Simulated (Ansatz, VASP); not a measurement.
One calculation of HfZrSe4, two programs

```
Zr Hf Se
1.0
     0.00000    4.90602    4.90602
     4.90602    0.00000    4.90602
     4.90602    4.90602    0.00000
Zr Hf Se
1 1 4
Cartesian
  7.3590 7.3590 7.3590
  2.4530 2.4530 2.4530
  1.0387 1.0387 1.0387
  3.8673 3.8673 1.0387
  3.8673 1.0387 3.8673
  1.0387 3.8673 3.8673
```

Alike in both runs: functional PBE; k mesh 4 × 4 × 4; occupations gaussian, width 0.1 eV; no spin polarisation.

Ansatz relaxed the structure, and its values are those at the end. VASP's run is a single point on that final structure, the one shown.

|  | VASP | Ansatz |
| --- | --- | --- |
| version | VASP 6.6.1 | Ansatz 0.2.0 |
| potentials or method | VASP PAW PBE potentials, release 64 (Zr_sv, Hf_pv, Se) | scalar-relativistic, plane waves, PAW |
| plane-wave cutoff (eV) | 520 | 420 |
| valence electrons in the cell | 46 | 102 |

Ansatz gave:

| Quantity | Value |
| --- | --- |
| gap on the k mesh at the Fermi level (eV) | none |
| pressure (GPa) | 0.4 |
| rms of the force components (eV/Å) | 0.004 |

Task: What did VASP give for the same quantities?

Result: gap on the k mesh at the Fermi level (eV): none; pressure (GPa): 0.4; rms of the force components (eV/Å): 0.007.

A gap of «none» marks a metal or a gap that the smearing closes. The two sets of potentials don't hold the same shells in valence.

The runs have no spin-orbit coupling, so splittings on Hf are missing.
